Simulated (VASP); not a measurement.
Here is the system:

```xyz
8
Lattice="4.3189 0.0000 0.0000 0.0000 4.3189 0.0000 0.0000 0.0000 4.3189" Properties=species:S:1:pos:R:3 pbc="T T T"
Co     3.6832     2.7951     1.5237
Co     1.5237     3.6832     2.7951
Co     0.6357     0.6357     0.6357
Co     2.7951     1.5237     3.6832
Si     0.6730     1.4864     2.8325
Si     2.8325     0.6730     1.4864
Si     3.6458     3.6458     3.6458
Si     1.4864     2.8325     0.6730
```

Level of theory: PBE GGA, VASP's PBE PAW potentials (set 64) (plane waves; VASP 6.6.1). Numerical set-up: 500 eV cut-off, 7×7×7 Γ-centred mesh, first-order Methfessel-Paxton smearing of 0.10 eV, potentials Co Si.

Energy and stress use the plane-wave basis of the starting cell.

Question: The ions, cell shape and volume at an external pressure of 30.0 GPa are relaxed. Give the cell that the relaxation ends in.

Answer: 
```xyz
8
Lattice="4.2757 0.0000 0.0000 0.0000 4.2757 0.0000 0.0000 0.0000 4.2757" Properties=species:S:1:pos:R:3 pbc="T T T"
Co     3.6436     2.7699     1.5058
Co     1.5058     3.6436     2.7699
Co     0.6320     0.6320     0.6320
Co     2.7699     1.5058     3.6436
Si     0.6653     1.4726     2.8031
Si     2.8031     0.6653     1.4726
Si     3.6104     3.6104     3.6104
Si     1.4726     2.8031     0.6653
```
Space group P2_13 (198), at a tolerance of 0.03 Å.

Question: How do energy and volume change from the first to the last step?

Answer: The energy (σ→0) changes by +46.4 meV/atom and the volume by -3.0 %, in 6 ionic steps.

The compound is CoSi in the B20 structure. This run relaxes it under an external pressure of 30 GPa. Symmetry was kept, so distortions that lower it aren't found. The run is not spin-polarised, so no magnetic state was tried.
